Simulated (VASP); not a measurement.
Here is the system:

```yaml
crystal:
  lattice:
    - [0.00000, 2.89847, 2.89847]
    - [2.89847, 0.00000, 2.89847]
    - [2.89847, 2.89847, 0.00000]
  atoms:
    - { symbol: W, position: [0.75000, 0.75000, 0.75000] }
    - { symbol: W, position: [0.50000, 0.50000, 0.50000] }
```

Level of theory: PBE GGA, VASP's PBE PAW potentials (set 64) (plane waves; VASP). Settings: 400 eV cut-off, 9×9×9 Γ-centred mesh, first-order Methfessel-Paxton smearing of 0.10 eV, potentials W_sv.

Question: Give the stress tensor in GPa (positive for a compressed cell).

Answer: 
```
2.51  0.00  0.00
0.00  2.51  0.00
0.00  0.00  2.51
```
The pressure is its mean diagonal, 2.51 GPa.

The structure was generated: W was put into the diamond type (Fd-3m), which need not be its known phase. The cell was not relaxed at this level. The run is one of a series of settings (KPOINTS 9×9×9 Γ-centred mesh against the base run), some of them coarse on purpose.
